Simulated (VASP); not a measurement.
Input of a VASP 6.6.1 run:

The input INCAR:

```
PREC = Accurate
ENCUT = 520
EDIFF = 1E-6
ISMEAR = 0
SIGMA = 0.05
LREAL = F
LASPH = T
NELM = 100
ALGO = Fast
ISIF = 2
LWAVE = F
LCHARG = F
LMAXMIX = 4
LDAU = T
LDAUTYPE = 2
LDAUL = 2 -1
LDAUU = 6 0
LDAUJ = 0 0
LDAUPRINT = 1
GGA = CA
NBANDS = 14
```

KPOINTS

```
Automatic mesh
0
Gamma
  6 6 6
```

The input POSCAR:

```
CoS
1.0
    3.1097975700      0.0000000000      0.0000000000
    0.0000000000      3.1097975700      0.0000000000
    0.0000000000      0.0000000000      3.1097975700
Co S
1 1
Direct
    0.0000000000      0.0000000000      0.0000000000
    0.5000000000      0.5000000000      0.5000000000
```

Potentials or basis: VASP PAW LDA potentials, release 64 (Co, S).

Run with:

```sh
$ cat potpaw_LDA.64/Co/POTCAR potpaw_LDA.64/S/POTCAR > POTCAR
$ mpirun -np 1 vasp_std > vasp.out
```

(1) What does it give for the pressure?

(2) What does it give for the band gap on the k mesh?

Results:

(1) -31.0 GPa.

(2) none (metal or under the smearing width).

Caveat: a pressure of tens of GPa on the cell as given is suspect, and the run, the potentials or the cell itself is likely at fault; the run has no spin polarisation, though such a crystal can be magnetic; U without spin polarisation on a metal has little footing.
